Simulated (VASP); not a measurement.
Elastic constants (GPa) of a crystal from LDA (Ceperley-Alder, Perdew-Zunger), VASP's LDA PAW potentials (set 64) (VASP):

|  | xx | yy | zz | yz | xz | xy |
|---|---|---|---|---|---|---|
| xx | 50.7 | 5.2 | 5.2 | 0.0 | 0.0 | 0.0 |
| yy | 5.2 | 50.7 | 5.2 | 0.0 | 0.0 | 0.0 |
| zz | 5.2 | 5.2 | 50.7 | 0.0 | 0.0 | 0.0 |
| yz | 0.0 | 0.0 | 0.0 | 5.0 | 0.0 | 0.0 |
| xz | 0.0 | 0.0 | 0.0 | 0.0 | 5.0 | 0.0 |
| xy | 0.0 | 0.0 | 0.0 | 0.0 | 0.0 | 5.0 |

Problem. Work out the Voigt, Reuss and Hill moduli, Young's modulus and Poisson's ratio.

Solution. All eigenvalues are positive (smallest 5.0 GPa), so the crystal is stable. K_V = (C11+C22+C33+2(C12+C13+C23))/9 = (152.1 + 2×15.6)/9 = 20.4 GPa; G_V = (152.1 − 15.6 + 3×15.0)/15 = 12.1 GPa. From the compliances, K_R = 20.4 GPa and G_R = 7.3 GPa. Hill: K = 20.4 GPa, G = 9.7 GPa, E = 9KG/(3K+G) = 25.1 GPa, ν = (3K−2G)/(2(3K+G)) = 0.295. K/G = 2.10, above Pugh's 1.75; universal anisotropy A^U = 3.32.

Problem. With a density of 3.04 g/cm³, what are the mean sound speeds?

Solution. v_l = √((K+4G/3)/ρ) = 3.31 km/s and v_t = √(G/ρ) = 1.78 km/s. The crystal is KBr (rock salt), cubic.

The compound is KBr in the rock salt structure. It was relaxed first, which changed the volume by -10 %.
